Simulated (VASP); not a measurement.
Method: r2SCAN meta-GGA, VASP's PBE PAW potentials (set 64) (plane waves; VASP).

The input files of a VASP run:

File KPOINTS:
```
Automatic
0
gamma
 6 6 6
```

**INCAR**
```
# general
SYSTEM  = ZrPbO3
PREC    = Accurate
ENCUT   = 520
LREAL   = .FALSE.
LASPH   = .TRUE.   # aspherical one-centre terms

# electronic loop
EDIFF   = 1E-7
NELM    = 100
ALGO    = Normal   # blocked Davidson
LMAXMIX = 4   # l cut-off of mixed one-centre charges
LMIXTAU = .TRUE.

# smearing
ISMEAR  = -5

# functional
METAGGA = R2SCAN

# ions
ISIF    = 2

# output
LWAVE   = .FALSE.
LCHARG  = .FALSE.
LORBIT  = 11
NEDOS   = 601
```

POSCAR:
```
ZrPbO3
1.0
  4.1614850710   0.0000000000   0.0000000000
  0.0000000000   4.1614850710   0.0000000000
  0.0000000000   0.0000000000   4.1614850710
Zr Pb O
1 1 3
Cartesian
  0.0000000000   0.0000000000   0.0000000000
  2.0807425355   2.0807425355   2.0807425355
  2.0807425355   0.0000000000   0.0000000000
  0.0000000000   2.0807425355   0.0000000000
  0.0000000000   0.0000000000   2.0807425355
```

KPOINTS_OPT:
```
k-points along high-symmetry lines
10
Line-mode
Reciprocal
  0.000000   0.000000   0.000000 ! GAMMA
  0.000000   0.500000   0.000000 ! X

  0.000000   0.500000   0.000000 ! X
  0.500000   0.500000   0.000000 ! M

  0.500000   0.500000   0.000000 ! M
  0.000000   0.000000   0.000000 ! GAMMA

  0.000000   0.000000   0.000000 ! GAMMA
  0.500000   0.500000   0.500000 ! R

  0.500000   0.500000   0.500000 ! R
  0.000000   0.500000   0.000000 ! X

  0.500000   0.500000   0.500000 ! R
  0.500000   0.500000   0.000000 ! M
```

POTCAR, in this order: Zr_sv Pb_d O (PBE.64 set). Program: vasp_std.

Unless said otherwise, spin-orbit coupling is left out, though it shifts the bands of the heavy elements here.

**Question.** Estimate the energy per atom (σ→0), band gap (over mesh and band path).

**Answer.** 
```yaml
energy per atom (σ→0): -22.072 eV/atom
band gap (over mesh and band path): 2.84 eV
```

File OSZICAR:
```
...
DAV:  20    -0.110361491185E+03   -0.22235E-06   -0.20309E-06  1420   0.119E-02    0.464E-03
DAV:  21    -0.110361495255E+03   -0.40701E-05   -0.38576E-06  1202   0.208E-02    0.369E-03
DAV:  22    -0.110361495943E+03   -0.68849E-06   -0.52647E-07   960   0.700E-03    0.291E-03
DAV:  23    -0.110361495985E+03   -0.41588E-07   -0.99984E-08   626   0.342E-03
   1 F= -.11036150E+03 E0= -.11036150E+03  d E =0.000000E+00
       N       E                     dE             ncg
       N       E                     dE             ncg
       N       E                     dE             ncg
```

The structure comes from a computed database's ZrPbO3 entry (Pm-3m); how it stands against other phases isn't given here. It was relaxed first.
